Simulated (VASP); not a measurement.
Input:

```xyz
5
Lattice="3.6891 0.0000 0.0000 0.0000 3.6891 0.0000 0.0000 0.0000 3.6891" Properties=species:S:1:pos:R:3 pbc="T T T"
Al     0.0000     0.0000     0.0000
N      1.8445     1.8445     1.8445
Co     0.0000     1.8445     1.8445
Co     1.8445     1.8445     0.0000
Co     1.8445     0.0000     1.8445
```
Starting moments (μB, in the order of the record's atoms Al N Co Co Co): 0.0 0.1 0.8 0.8 0.8.

Calculation: PBEsol GGA, VASP's PBE PAW potentials (set 64) (plane waves; VASP). Settings: 600 eV cut-off, 8×8×8 Γ-centred mesh, first-order Methfessel-Paxton smearing of 0.10 eV, potentials Al N Co.

The moments were started parallel, and other spin orders were not tried in this run.

Stress in GPa, positive for a compressed cell; the cube axes lie along x, y and z, and the ions stay on their sites.

```tsv
strain	σxx	σyy	σzz
none	-0.11	-0.11	-0.11
εxx = -2.0 %, εyy = -2.0 %, εzz = -2.0 %	16.93	16.93	16.93
εxx = -2.0 %, εzz = -2.0 %	13.18	6.16	13.18
εxx = -0.5 %, εzz = -0.5 %	2.88	1.32	2.88
εxx = -1.0 %, εyy = -1.0 %, εzz = -1.0 %	7.74	7.74	7.74
εyy = +2.0 %, εzz = +2.0 %	-5.05	-10.40	-10.40
```

**Question.** Fit C11 and C12 to these rows, and predict the stress for εxx = -4.0 %, εyy = -4.0 %, εzz = -4.0 %.

**Answer.** Least squares on Δσ_i = −C11 ε_i − C12 (ε_j + ε_k) over all components shown gives C11 = 470 GPa and C12 = 161 GPa, and so σxx, σyy, σzz = 31.60, 31.60, 31.60 GPa. The run gave 37.52, 37.52, 37.52 GPa; the difference holds the non-linear terms and numerical noise.

Left out are shears, moved atoms, failed runs and, from the fit, strains over 2.5 %.

The structure was generated: AlCo3N was put into the cubic-perovskite type (Pm-3m), which need not be its known phase.
